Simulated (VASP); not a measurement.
```
CELL_PARAMETERS angstrom
      4.09413    -2.26167    -0.01571
      4.09413     2.26167    -0.01571
      2.85901     0.00000     3.70180
ATOMIC_POSITIONS crystal
  Bi 0.23663 0.23663 0.23663
  Bi 0.76337 0.76337 0.76337
```

Computed with PBEsol GGA, VASP's PBE PAW potentials (set 64) (plane waves; VASP 6.6.1). Settings: 400 eV cut-off, Gaussian smearing of 0.050 eV, potentials Bi_d.

**Question.** Give the energies of bands 13 to 18 at the high-symmetry points, in eV from the Fermi level.

**Answer.** 
```json
[
 {"band": "13", "Γ": "-1.45", "T": "-0.81", "H2": "-4.16", "L": "-1.11", "S0": "-4.46", "F": "-4.82"},
 {"band": "14", "Γ": "-1.19", "T": "-0.48", "H2": "-4.08", "L": "-0.98", "S0": "-2.49", "F": "-3.07"},
 {"band": "15", "Γ": "-1.19", "T": "-0.48", "H2": "-0.26", "L": "-0.23", "S0": "-2.48", "F": "-2.94"},
 {"band": "16", "Γ": "2.78", "T": "0.59", "H2": "0.73", "L": "-0.20", "S0": "3.12", "F": "2.45"},
 {"band": "17", "Γ": "3.11", "T": "0.59", "H2": "5.15", "L": "0.44", "S0": "3.22", "F": "5.11"},
 {"band": "18", "Γ": "3.11", "T": "0.64", "H2": "5.16", "L": "0.87", "S0": "4.69", "F": "5.46"}
]
```

It has no gap at this level: it comes out as a metal or semimetal.

The compound is Bi in the a7 structure. It was relaxed first.
